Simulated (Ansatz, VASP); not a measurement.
# ZrTi (ZrTi in the Bh ordering): VASP beside Ansatz

Wanted: the spread between two codes on one cell, functional and k mesh. The cell is generated by rule, not measured, and may not be a known phase. The cell is taken from a series of runs on this material, whose earlier steps may have relaxed, scaled, displaced or heated it; both programs get it as it stands.

Program: Ansatz 0.2.0. Level of theory: plane waves, with VASP 6.6.1 beside it; single point at PBEsol. Results are calculated unless marked as measured.

The structure was built from a prototype and need not be the compound's stable phase.

**1. Starting point**

The structure is hexagonal, space group P-6m2 (No. 187). The conventional cell has a = 3.069 Å, b = 3.069 Å, c = 5.012 Å, α = 90.00°, β = 90.00°, γ = 120.00°. Nearest to Ti lie 6 Ti at 3.07 Å and 6 Zr at 3.07 Å. Nearest to Zr lie 6 Zr at 3.07 Å and 6 Ti at 3.07 Å. Farther neighbours are not listed.

**2. VASP: single point, PBEsol**

A single point gives forces, pressure and levels at one fixed geometry, so differences don't come from the geometry; what else differs is listed under the comparison.

Lines of VASP's logs that name or quote its potential files are left out, and so is its time.

INCAR reads:

```
SYSTEM = ZrTi
PREC = Accurate
ENCUT = 500
EDIFF = 1E-06
NELM = 120
ISMEAR = 0
SIGMA = 0.1
LREAL = .FALSE.
ALGO = Normal
GGA = PS
NBANDS = 18
LASPH = .TRUE.
LORBIT = 11
LWAVE = .FALSE.
LCHARG = .FALSE.
ISIF = 2
GGA_COMPAT = .FALSE.
```

POSCAR reads:

```
ZrTi
1.0
    3.0694500000      0.0000000000      0.0000000000
   -1.5347200000      2.6582200000      0.0000000000
    0.0000000000      0.0000000000      5.0124100000
Ti Zr
1 1
Direct
    0.3333333300      0.6666666700      0.2500000000
    0.6666666700      0.3333333300      0.7500000000
```

KPOINTS reads:

```
Automatic mesh
0
Gamma
6 6 4
0 0 0
```

The projector-augmented-wave data sets are Ti_sv and Zr_sv (PBE family, release 64).

Command:

```bash
$ mpirun -np 1 vasp_std
```

Numbers of over 12 decimals in the logs are rounded to 6 here.

Output:

```text
[banner, memory and clock lines left out]
running    1 mpi-ranks, on    1 nodes
 distrk:  each k-point on    1 cores,    1 groups
 distr:  one band on    1 cores,    1 groups

 POSCAR found type information on POSCAR TiZr
 POSCAR found :  2 types and       2 ions
|                                                                             |
|               ----> ADVICE to this user running VASP <----                  |
|                                                                             |
|     You enforced a specific xc type in the INCAR file but a different       |
|     [... a line on the potential file left out ...]
|     I HOPE YOU KNOW WHAT YOU ARE DOING!                                     |
|                                                                             |

 LDA part: xc-table for (Slater+PW92), standard interpolation
 POSCAR, INCAR and KPOINTS ok, starting setup
 FFT: planning ... GRIDC
 FFT: planning ... GRID_SOFT
 FFT: planning ... GRID
 WAVECAR not read
 entering main loop
       N       E                     dE             d eps       ncg     rms          rms(c)
DAV:   1     0.264957463647E+03    0.26496E+03   -0.12645E+04   756   0.143E+03
DAV:   2     0.663291708965E+01   -0.25832E+03   -0.25369E+03   778   0.437E+02
DAV:   3    -0.184544784467E+02   -0.25087E+02   -0.24787E+02  1422   0.109E+02
DAV:   4    -0.193393878417E+02   -0.88491E+00   -0.88441E+00   876   0.218E+01
DAV:   5    -0.193774723484E+02   -0.38085E-01   -0.38075E-01  1178   0.322E+00    0.160E+01
DAV:   6    -0.196437352802E+02   -0.26626E+00   -0.41913E+01   956   0.322E+01    0.112E+01
DAV:   7    -0.175580366116E+02    0.20857E+01   -0.30130E+01  1054   0.211E+01    0.589E+00
DAV:   8    -0.172360749621E+02    0.32196E+00   -0.21007E+00   988   0.865E+00    0.124E+00
DAV:   9    -0.172399757468E+02   -0.39008E-02   -0.13320E-01  1012   0.223E+00    0.679E-01
DAV:  10    -0.172389372924E+02    0.10385E-02   -0.22471E-02   916   0.127E+00    0.166E-01
DAV:  11    -0.172388314147E+02    0.10588E-03   -0.50479E-03  1060   0.453E-01    0.111E-01
DAV:  12    -0.172387685391E+02    0.62876E-04   -0.17945E-03   994   0.175E-01    0.613E-02
DAV:  13    -0.172387163276E+02    0.52211E-04   -0.31660E-04   946   0.769E-02    0.229E-02
DAV:  14    -0.172387118408E+02    0.44868E-05   -0.35042E-05   958   0.437E-02    0.416E-03
DAV:  15    -0.172387115477E+02    0.29313E-06   -0.89625E-07   540   0.101E-02
   1 F= -.17238712E+02 E0= -.17229751E+02  d E =-.179219E-01
```

Parts of OUTCAR (step 2):

```text
ion  position               nearest neighbor table
   1  0.333  0.667  0.250-   2 3.07   2 3.07   2 3.07   2 3.07   2 3.07   2 3.07
   2  0.667  0.333  0.750-   1 3.07   1 3.07   1 3.07   1 3.07   1 3.07   1 3.07

  LATTYP: Found a hexagonal cell.
 ALAT       =     3.0694500000
 C/A-ratio  =     1.6329993973

 Subroutine GETGRP returns: Found 12 space group operations
 (whereof  6 operations were pure point group operations)

The static configuration has the point symmetry C_3v.
 The point group associated with its full space group is D_3h.

 Found     21 irreducible k-points:

   k-points           NKPTS =     21   k-points in BZ     NKDIM =     21   number of bands    NBANDS=     18

   dimension x,y,z NGX =    24 NGY =   24 NGZ =   40
   dimension x,y,z NGXF=    48 NGYF=   48 NGZF=   80

   ENCUT  =  500.0 eV  36.75 Ry    6.06 a.u.   5.60  5.60  9.14*2*pi/ulx,y,z

   NELECT =      24.0000    total number of electrons

 k-points in reciprocal lattice and weights: Automatic mesh
   0.00000000  0.00000000  0.00000000       0.007
   0.16666667 -0.00000000  0.00000000       0.042
   0.33333333 -0.00000000  0.00000000       0.042
   0.50000000 -0.00000000  0.00000000       0.021
   0.16666667  0.16666667  0.00000000       0.042
   0.33333333  0.16666667  0.00000000       0.083
   0.33333333  0.33333333  0.00000000       0.014
   0.00000000  0.00000000  0.25000000       0.014
   0.16666667 -0.00000000  0.25000000       0.083
[...]
0.33333333  0.16666667  0.50000000       0.083
   0.33333333  0.33333333  0.50000000       0.014

 average (electrostatic) potential at core
       1 -72.3152       2 -74.5280

 E-fermi :   8.5007

 k-point     1 :       0.0000    0.0000    0.0000
  band No.  band energies     occupation
    ...
      6     -18.0546      2.00000
      7     -17.4627      2.00000
      8     -17.4627      2.00000
      9       2.6362      2.00000
     10       5.6002      2.00000
     11       9.1714      0.00000
     12       9.2491      0.00000
     13       9.2491      0.00000
     14       9.3025      0.00000
     15       9.9544      0.00000
    ...

 k-point     2 :       0.1667   -0.0000    0.0000
  band No.  band energies     occupation
    ...
      8     -17.5269      2.00000
      9       3.3932      2.00000
     10       6.2576      2.00000
     11       8.2443      1.99971
     12       8.4128      1.78653
     13       9.2945      0.00000
     14       9.7282      0.00000
     15       9.8407      0.00000
     16       9.8585      0.00000
     17       9.9520      0.00000
    ...

 k-point     3 :       0.3333   -0.0000    0.0000
  band No.  band energies     occupation
    ...
      8     -17.6525      2.00000
      9       5.0657      2.00000
     10       6.5361      2.00000
     11       6.9331      2.00000
     12       8.0680      2.00000
     13       9.1921      0.00000
     14       9.2784      0.00000
     15       9.3102      0.00000
     16      10.7749      0.00000
     17      11.3914      0.00000
    ...

  Total       -0.7823159     -0.7823149     -1.3161955     -0.0000015      0.0000000      0.0000000
  in kB      -30.6474735    -30.6474348    -51.5623760     -0.0000576      0.0000000      0.0000000
  external PRESSURE =     -37.6190948 kB  Pullay stress =       0.0000000 kB

  energy-cutoff  :      500.00
  volume of cell :       40.90
      direct lattice vectors                 reciprocal lattice vectors
     3.069450000  0.000000000  0.000000000     0.325791266  0.188095181  0.000000000
    -1.534720000  2.658220000  0.000000000     0.000000000  0.376191587  0.000000000
     0.000000000  0.000000000  5.012410000     0.000000000  0.000000000  0.199504829

 POSITION                                       TOTAL-FORCE (eV/Angst)
 -----------------------------------------------------------------------------------
      0.00000      1.77215      1.25310        -0.000000     -0.000000     -0.000000
      1.53473      0.88607      3.75931         0.000000      0.000000      0.000000
 -----------------------------------------------------------------------------------
    total drift:                               -0.000003     -0.000002      0.000001

  FREE ENERGIE OF THE ION-ELECTRON SYSTEM (eV)
  ---------------------------------------------------
  free  energy   TOTEN  =       -17.2387115477 eV

  energy  without entropy=      -17.2207896087  energy(sigma->0) =      -17.22975058

 total charge
# of ion       s       p       d       tot
------------------------------------------
    1        2.234   6.099   1.824  10.157
    2        2.246   5.958   1.711   9.915
--------------------------------------------------
tot          4.480  12.058   3.534  20.072

[... 3 further parts left out ...]
```

The k-mesh is coarse for a metal.

The run ends at a pressure of -3.76 GPa.

**3. Ansatz: single point, PBEsol**

Ansatz runs on its default PAW (the set named soft_2) files.

The same cell, functional, mesh and smearing now go to Ansatz, which takes its cutoff from its data sets.

input.yaml reads:

```yaml
crystal:
  lattice:
    - [3.06945, 0.0, 0.0]
    - [-1.53472, 2.65822, 0.0]
    - [0.0, 0.0, 5.01241]
  atoms:
    - { symbol: Ti, position: [0.33333333, 0.66666667, 0.25] }
    - { symbol: Zr, position: [0.66666667, 0.33333333, 0.75] }
kpoints:
  mp_grid: { grid: [6, 6, 4] }
hamiltonian:
  xc: pbesol
scf:
  occupations: { method: gaussian, width: 0.1 }
output:
  forces: true
  stress: true
  eigenvalues: true
```

Command:

```bash
$ ansatz run input.yaml --threads 4 --pin off --max-ram 8192MiB --backend cpu --events-out ev --progress --plain --runs-dir out
```

Output:

```text
Engine: ansatz 0.2.0, x86_64-unknown-linux-gnu
Pseudopotentials: kind: paw
Pseudopotential: Ti, paw, valence charge 12, recommended cutoff 420 eV (normal), Ti.paw.azcp
Pseudopotential: Zr, paw, valence charge 12, recommended cutoff 420 eV (normal), Zr.paw.azcp
Functional definition: PBEsol
  exchange = pbesol_x
  correlation = pbesol_c
Crystal: 2 atoms, lattice volume = 40.898 Å³
Basis set: ecut = 420 eV, 785 PW (Γ), exchange–correlation on 48×48×72 points (8 copies of the dense FFT grid, shifted against one another)
Bands: 16, of which v1, the nominal top of the filled ones, is band 12 counted from 1 (11 counted from 0)
Symmetry: 12 space group operations
Space group: P-6m2 (ITA 187), of the structure as read, at distance tolerance 3.4e-5 Å
k-points: 21 of 144 (time reversal used)
Non-local potential: Ti, projectors of the file, l = 0: 3, l = 1: 2, l = 2: 3, l = 3: 1
Non-local potential: Zr, projectors of the file, l = 0: 3, l = 1: 2, l = 2: 2, l = 3: 2
PAW form: soft (Blöchl's): semilocal exchange-correlation on the pseudo side does not see the compensation charge
PAW frozen core: Ti, regenerated for the run's functional, and the local potential with it (the file was generated under x = pbe(κ = 0.804, μ = 0.219515), c = pbe(β = 0.066725))
PAW frozen core: Zr, regenerated for the run's functional, and the local potential with it (the file was generated under x = pbe(κ = 0.804, μ = 0.219515), c = pbe(β = 0.066725))
PAW one-centre angular grid: Ti, 590 points (default); XC on 64 Gauss nodes
PAW one-centre angular grid: Zr, 590 points (default); XC on 64 Gauss nodes
Initial density: superposition of atomic densities (neutral atoms: chi_scale 0, normalization atom), corrected by the library's trained network
Initial wavefunctions: pseudopotential atomic-orbital guess
Functional: x = pbesol(κ = 0.804, μ = 0.123457), c = pbesol(β = 0.046)
SCF iter   1: F=—  HF=-6602.355499 eV  |F-HF|=—  |Δ(HF+E_count)|=         —  Δρ=4.91e-3  dr2=9.62e-3  ethr=1.77e-3  ⟨swp⟩=4.5  Hψ=1381  notcnv=0
preconditioner: auto → none  [metal: Δε(μ)=0.026 eV  Ē_g=2.867 eV  σ=0.100 eV  W_gap=0.14  n_scr=8 (ndim 8)  ℏωp=16.4 eV  f_vac=0.000  D(μ)=3.46/eV (n_scr^D=36)  sad-step TF]
SCF iter   2: F=—  HF=-6602.353578 eV  |F-HF|=—  |Δ(HF+E_count)|=   1.92e-3  Δρ=2.82e-3  dr2=7.93e-3  ethr=4.01e-5  ⟨swp⟩=2.1  Hψ=594  notcnv=0
SCF iter   3: F=—  HF=-6602.353094 eV  |F-HF|=—  |Δ(HF+E_count)|=   4.84e-4  Δρ=1.31e-3  dr2=2.13e-3  ethr=3.30e-5  ⟨swp⟩=2.0  Hψ=408  notcnv=0
SCF iter   4: F=—  HF=-6602.352791 eV  |F-HF|=—  |Δ(HF+E_count)|=   3.03e-4  Δρ=4.58e-4  dr2=8.73e-5  ethr=8.88e-6  ⟨swp⟩=1.6  Hψ=365  notcnv=0
SCF iter   5: F=—  HF=-6602.352782 eV  |F-HF|=—  |Δ(HF+E_count)|=   9.11e-6  Δρ=1.96e-4  dr2=1.74e-5  ethr=3.64e-7  ⟨swp⟩=1.0  Hψ=336  notcnv=0
SCF iter   6: F=—  HF=-6602.352782 eV  |F-HF|=—  |Δ(HF+E_count)|=   4.54e-8  Δρ=5.69e-5  dr2=1.39e-6  ethr=7.24e-8  ⟨swp⟩=1.2  Hψ=342  notcnv=0
SCF iter   7: F=-6602.352782 eV  HF=-6602.352782 eV  |F-HF|=3.22e-8  |Δ(HF+E_count)|=   2.32e-8  Δρ=8.74e-6  dr2=4.37e-8  ethr=4.17e-10  ⟨swp⟩=3.1  Hψ=1247  notcnv=0
SCF 1 converged in 7 iterations: F = -6602.352782 eV  dr2 = 4.37e-8
  greatest PAW one-centre occupation: 0.999 electrons in one spin orbital (limit 2), on the Ti atom at site 0 (counted from 0), in its partial waves of l = 0
SCF converged after 7 iterations
Free energy (F): -6602.352782 eV
Harris-Foulkes:  -6602.352782 eV  (|F-HF|=3.22e-8)
Internal energy: -6602.334955 eV  (E = F + TS)
E sigma→0 (E₀):  -6602.343868 eV
Entropy (-TS):   -0.017827 eV (-8.913 meV/atom)
Fermi energy:    13.492848 eV
--- Per-component energies (eV) ---
  E_band       = -257.400806
  E_kinetic    = 604.255346
  E_local      = -1468.749884  (includes V_loc(G=0)·N_el)
  E_nonlocal   = 91.869999
  E_hartree    = 539.134337
  E_xc         = -256.584433
  E_vxc        = -311.083947  (∫ρ·V_xc dr)
  E_paw        = -3922.549311  (= ΣΔE_a)
  E_vpaw       = -251.958451  (= ΣTr[D̂ρ^β])
  E_aug_tail   = 0.000142  (compensation charges beyond the density's cutoff)
  E_ewald      = -2190.016255
  E_core_change = 0.305105  (= ΣΔE_core)
  E_smearing   = -0.017827  (= −TS)
  E_closure    = -0.000000  (closes the sum)
  Σ components = -6602.352782   (vs F -6602.352782, Δ=0.00e0)
--- Forces (eV/Å), atoms counted from 1 ---
  atom   1  Ti     0.00000000    -0.00000000     0.00000000
  atom   2  Zr     0.00000000     0.00000000     0.00000000
  max |Σ_I F_I| component: 6.48e-17 eV/Å
--- Stress (GPa, compression-positive) ---
       -3.047859      -0.000000       0.000000
       -0.000000      -3.047859       0.000000
        0.000000       0.000000      -5.116909
  P = ⅓ Tr σ = -3.7375 GPa (-37.375 kbar)
--- Band table (eV; the first three rows and the last of 21) ---
  k-point 0: bands = [... 8 lower, 7.6353, 10.5943, 14.1669, 14.2440, 14.2440, 14.2913, 14.9477, 14.9477]
  k-point 1: bands = [... 8 lower, 8.1277, 10.3857, 13.6437, 13.9016, 14.1494, 14.1494, 14.5816, 14.5816]
  k-point 2: bands = [... 8 lower, 9.2592, 9.4520, 13.3244, 13.4976, 14.1664, 14.1664, 14.2900, 14.2900]
  k-point 20: bands = [... 8 lower, 11.9725, 12.0009, 12.5107, 12.5755, 13.3048, 13.5206, 15.1639, 15.2412]
```

In the SCF lines HF is the Harris–Foulkes energy and dr2 the Hartree energy of the density residual, in eV; the loop may stop once dr2 is under the threshold and the program's other checks hold. Hψ counts applications of the Hamiltonian.

The run ends at a pressure of -3.74 GPa.

**4. Side by side**

Known differences besides the potentials themselves: the cutoff is 420 eV in Ansatz and 500 eV in VASP; Ansatz makes its cores anew for this functional, VASP keeps those of its PBE data sets. Total energies have different zeros and are not compared.

Both answers:

```csv
quantity,Ansatz,VASP,difference
pressure (GPa),-3.74,-3.76,+0.02
```

**5. Results**

```
difference in pressure (single point, PBEsol) : 0.024 GPa
```

The difference in pressure is 0.024 GPa (single point, PBEsol), within the 1 GPa picked in this series as the mark of a large difference. Such differences can come from data sets, numerical settings and the points named under the comparisons, not from the functional's error against experiment.

[Lines on the potential files, build, host, timing and source positions are cut from VASP's logs without a mark.]

[Logs are printed without paths, hosts, clocks, repeated set-up lines and the standing remarks that a program may print on its own settings, such as how far it seeks lower states.]

[Hosts, paths, dates, database ids (printed as entryN), source tags and the programs' standing remarks are cut or masked in the printed files.]
